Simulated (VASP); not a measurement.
Output of a VASP run:

OUTCAR:
```
 ion  position               nearest neighbor table
   1  0.333  0.667  0.250-   2 3.29   2 3.29   2 3.29   2 3.29   2 3.29   2 3.29
   2  0.667  0.333  0.750-   1 3.29   1 3.29   1 3.29   1 3.29   1 3.29   1 3.29
  LATTYP: Found a hexagonal cell.
 ALAT       =     3.3941298522
 C/A-ratio  =     1.5570655401
 Subroutine PRICEL returns:
 Original cell was already a primitive cell.
 Subroutine GETGRP returns: Found 24 space group operations
The static configuration has the point symmetry D_3d.
 The point group associated with its full space group is D_6h.
The dynamic configuration has the point symmetry D_3d.
 Subroutine INISYM returns: Found 24 space group operations
 Subroutine IBZKPT returns following result:
 Found     76 irreducible k-points:

 Following reciprocal coordinates:
            Coordinates               Weight
  0.000000  0.000000  0.000000      1.000000
  0.083333  0.000000  0.000000      6.000000
  0.166667  0.000000  0.000000      6.000000
  0.250000  0.000000  0.000000      6.000000
  0.333333  0.000000  0.000000      6.000000
  0.416667  0.000000  0.000000      6.000000
  0.500000  0.000000  0.000000      3.000000
  0.083333  0.083333  0.000000      6.000000
  0.166667  0.083333  0.000000     12.000000
  0.250000  0.083333  0.000000     12.000000
  0.333333  0.083333  0.000000     12.000000
  0.416667  0.083333  0.000000     12.000000
  0.166667  0.166667  0.000000      6.000000
  0.250000  0.166667  0.000000     12.000000
  0.333333  0.166667  0.000000     12.000000
  0.416667  0.166667  0.000000      6.000000
  0.250000  0.250000  0.000000      6.000000
  0.333333  0.250000  0.000000     12.000000
  0.333333  0.333333  0.000000      2.000000
  0.000000  0.000000  0.142857      2.000000
  0.083333  0.000000  0.142857     12.000000
  0.166667  0.000000  0.142857     12.000000
  0.250000  0.000000  0.142857     12.000000
  0.333333  0.000000  0.142857     12.000000
  0.416667  0.000000  0.142857     12.000000
  0.500000  0.000000  0.142857      6.000000
  0.083333  0.083333  0.142857     12.000000
  0.166667  0.083333  0.142857     24.000000
  0.250000  0.083333  0.142857     24.000000
  0.333333  0.083333  0.142857     24.000000
  0.416667  0.083333  0.142857     24.000000
  0.166667  0.166667  0.142857     12.000000
  0.250000  0.166667  0.142857     24.000000
  0.333333  0.166667  0.142857     24.000000
  0.416667  0.166667  0.142857     12.000000
  0.250000  0.250000  0.142857     12.000000
  0.333333  0.250000  0.142857     24.000000
  0.333333  0.333333  0.142857      4.000000
  0.000000  0.000000  0.285714      2.000000
  0.083333  0.000000  0.285714     12.000000
   k-points           NKPTS =     76   k-points in BZ     NKDIM =     76   number of bands    NBANDS=     15
   number of dos      NEDOS =    301   number of ions     NIONS =      2
   total plane-waves  NPLWV =  31360
   dimension x,y,z NGX =    28 NGY =   28 NGZ =   40
   dimension x,y,z NGXF=    56 NGYF=   56 NGZF=   80
   ions per type =               2
   PREC   = accura    normal or accurate (medium, high low for compatibility)
   ISTART =      0    job   : 0-new  1-cont  2-samecut
   ICHARG =      2    charge: 1-file 2-atom 10-const
   ISPIN  =      1    spin polarized calculation?
   LNONCOLLINEAR =      F non collinear calculations
   LSORBIT =      F    spin-orbit coupling
   INIWAV =      1    electr: 0-lowe 1-rand  2-diag
   ENCUT  =  520.0 eV  38.22 Ry    6.18 a.u.   6.31  6.31  9.83*2*pi/ulx,y,z
   NELM   =    100;   NELMIN=  2; NELMDL= -5     # of ELM steps
   EDIFF  = 0.1E-06   stopping-criterion for ELM
   LREAL  =      F    real-space projection
   NLSPLINE    = F    spline interpolate recip. space projectors
   LMAXMIX     =    4 max onsite mixed and CHGCAR
   VOSKOWN=      0    Vosko Wilk Nusair interpolation
   EDIFFG = -.1E-01   stopping-criterion for IOM
   NSW    =     30    number of steps for IOM
...
```

**OSZICAR**
```
       N       E                     dE             d eps       ncg     rms          rms(c)
DAV:   1     0.393279772874E+03    0.39328E+03   -0.11042E+04  2296   0.153E+03
DAV:   2     0.108507842883E+02   -0.38243E+03   -0.37628E+03  3194   0.652E+02
DAV:   3    -0.129008639800E+02   -0.23752E+02   -0.23041E+02  3763   0.189E+02
DAV:   4    -0.133048269682E+02   -0.40396E+00   -0.39126E+00  3582   0.238E+01
DAV:   5    -0.133127063881E+02   -0.78794E-02   -0.78682E-02  3811   0.322E+00    0.712E+00
DAV:   6    -0.120296373309E+02    0.12831E+01   -0.31443E+00  2875   0.227E+01    0.212E+00
DAV:   7    -0.118839608189E+02    0.14568E+00   -0.74577E-01  3015   0.102E+01    0.947E-01
DAV:   8    -0.118774993346E+02    0.64615E-02   -0.40540E-02  3121   0.291E+00    0.287E-01
DAV:   9    -0.118752109324E+02    0.22884E-02   -0.13336E-02  3031   0.144E+00    0.269E-02
DAV:  10    -0.118752513616E+02   -0.40429E-04   -0.25902E-04  3867   0.252E-01    0.130E-02
DAV:  11    -0.118752424901E+02    0.88715E-05   -0.95856E-06  3678   0.456E-02    0.345E-03
DAV:  12    -0.118752462508E+02   -0.37607E-05   -0.11237E-06  2682   0.121E-02    0.159E-03
DAV:  13    -0.118752456238E+02    0.62706E-06   -0.70828E-08  1889   0.547E-03    0.133E-04
DAV:  14    -0.118752455722E+02    0.51599E-07   -0.18065E-08  1812   0.367E-03
   1 F= -.11875246E+02 E0= -.11875585E+02  d E =-.118752E+02
```

File OUTCAR:
```
------------------------ aborting loop because EDIFF is reached ----------------------------------------
  FORCE on cell =-STRESS in cart. coord.  units (eV):
  Direction    XX          YY          ZZ          XY          YZ          ZX
  --------------------------------------------------------------------------------------
  Total       -0.4850641     -0.4850641     -0.4690633     -0.0000000     -0.0000000      0.0000000
  in kB      -14.7396387    -14.7396378    -14.2534221     -0.0000000     -0.0000000      0.0000000
  external PRESSURE =     -14.5775662 kB  Pullay stress =       0.0000000 kB
  volume of cell :       52.73
      direct lattice vectors                 reciprocal lattice vectors
     1.697064966 -2.939402653  0.000000000     0.294626317 -0.170102589  0.000000000
     1.697064966  2.939402653  0.000000000     0.294626317  0.170102589  0.000000000
     0.000000000  0.000000000  5.284882632     0.000000000  0.000000000  0.189218961
 POSITION                                       TOTAL-FORCE (eV/Angst)
 -----------------------------------------------------------------------------------
      1.69706      0.97980      1.32122         0.000000      0.000000      0.000000
      1.69706     -0.97980      3.96366        -0.000000     -0.000000      0.000000
 -----------------------------------------------------------------------------------
    total drift:                                0.000135      0.000708     -0.000014
  FREE ENERGIE OF THE ION-ELECTRON SYSTEM (eV)
  ---------------------------------------------------
  free  energy   TOTEN  =       -11.8752455722 eV

  energy  without entropy=      -11.8762652814  energy(sigma->0) =      -11.87558548

 reached required accuracy - stopping structural energy minimisation
```
(Selected blocks of OUTCAR.)

File POSCAR:
```
Sc
1
    1.6970649657    -2.9394026529     0.0000000000
    1.6970649657     2.9394026529     0.0000000000
    0.0000000000     0.0000000000     5.2848826315
Sc
2
Direct
  0.3333330000   0.6666670000   0.2500000000
  0.6666670000   0.3333330000   0.7500000000
```

Task: Reconstruct the remaining input files.

Result: Several could match; the one computed here: the input of the run itself, RPBE GGA, plane waves, VASP's PBE PAW potentials (set 64).

**KPOINTS**
```
Automatic
0
G
12 12 7
```

### INCAR
```
SYSTEM = Sc
PREC = Accurate
ENCUT = 520
EDIFF = 1E-7
NELM = 100
ALGO = Normal
LREAL = .FALSE.
LASPH = .TRUE.
ISMEAR = 1
SIGMA = 0.1
GGA = RP
LMAXMIX = 4
LWAVE = .FALSE.
LCHARG = .FALSE.
ISIF = 4
IBRION = 2
NSW = 30
EDIFFG = -0.01
```

POTCAR, in this order: Sc_sv (PBE.64 set). Program: vasp_std.

The compound is Sc in the hcp structure. This cell is one point of a volume scan, at 1.03 of the reference volume.
